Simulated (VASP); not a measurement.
VASP ran on this input.

File KPOINTS:
```
kpoints
0
Gamma
 3 3 3
0 0 0
```

POSCAR:
```
GaSb
1
    0.0000000000     3.1110000000     3.1110000000
    3.1110000000     0.0000000000     3.1110000000
    3.1110000000     3.1110000000     0.0000000000
Ga Sb
1 1
Direct
  0.0000000000   0.0000000000   0.0000000000
  0.2500000000   0.2500000000   0.2500000000
```

### INCAR
```
SYSTEM = GaSb
PREC = Accurate
ENCUT = 400
EDIFF = 1E-6
NELM = 100
ALGO = Normal
LREAL = .FALSE.
LASPH = .TRUE.
ISMEAR = 0
SIGMA = 0.05
GGA = PE
LMAXMIX = 4
LWAVE = .FALSE.
LCHARG = .FALSE.
ISIF = 2
```

POTCAR, in this order: Ga_d Sb (PBE.64 set). Program: vasp_std.

**Question.** Translate this PBE calculation to Ansatz.

**Answer.** One equivalent input (not run):
Ansatz 0.2 input:
```yaml
crystal:
  lattice:
    - [0.0000000, 3.1110000, 3.1110000]
    - [3.1110000, 0.0000000, 3.1110000]
    - [3.1110000, 3.1110000, 0.0000000]
  atoms:
    - { symbol: Ga, position: [0.0000000, 0.0000000, 0.0000000] }
    - { symbol: Sb, position: [0.2500000, 0.2500000, 0.2500000] }
kpoints:
  mp_grid: { grid: [3, 3, 3] }
hamiltonian:
  xc: pbe
  pseudopotentials: { kind: paw }
scf:
  occupations: { method: gaussian, width: 0.05 }
  max_iter: 100
output: { forces: true, stress: true, eigenvalues: true }
```
What does not carry over: each code has its own PAW files, so the cut-off isn't converted (ENCUT is set for VASP's; basis.ecutwfc is left out, and Ansatz then takes the one that its files recommend); Ansatz stops its SCF on the density residual and VASP on the energy change (EDIFF).

The compound is GaSb in the zinc blende structure. The cell was not relaxed at this level. The k-mesh is coarse (spacing up to 0.58 per Å, 2π included), so the numbers may not be converged in it. The run is one of a series of settings (KPOINTS 3×3×3 Γ-centred mesh against the base run), some of them coarse on purpose.
